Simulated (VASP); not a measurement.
Consider the following.

```yaml
crystal:
  lattice:
    - [0.00000, 3.02736, 3.02736]
    - [3.02736, 0.00000, 3.02736]
    - [3.02736, 3.02736, 0.00000]
  atoms:
    - { symbol: Ga, position: [0.00000, 0.00000, 0.00000] }
    - { symbol: Sb, position: [0.25000, 0.25000, 0.25000] }
```

These are PBEsol GGA, VASP's PBE PAW potentials (set 64) (plane waves; VASP) values and carry that method's errors. Settings: 520 eV cut-off, 10×10×10 Γ-centred mesh, first-order Methfessel-Paxton smearing of 0.10 eV, potentials Ga_d Sb.

Unless said otherwise, spin-orbit coupling is left out, though it shifts the bands of the heavy elements here.

Q: Predict the energy per atom (σ→0), pressure, band gap (on the k-mesh) with the smallest direct gap where there is one.

A: 
The band gap (on the k-mesh) is 0.21 eV, the smallest direct gap (on the k-mesh) comes out as 0.21 eV and the energy per atom (σ→0) is -4.073 eV/atom. The pressure is 1.62 GPa.

The compound is GaSb in the zinc blende structure. This cell is one point of a volume scan, at 0.97 of the reference volume.
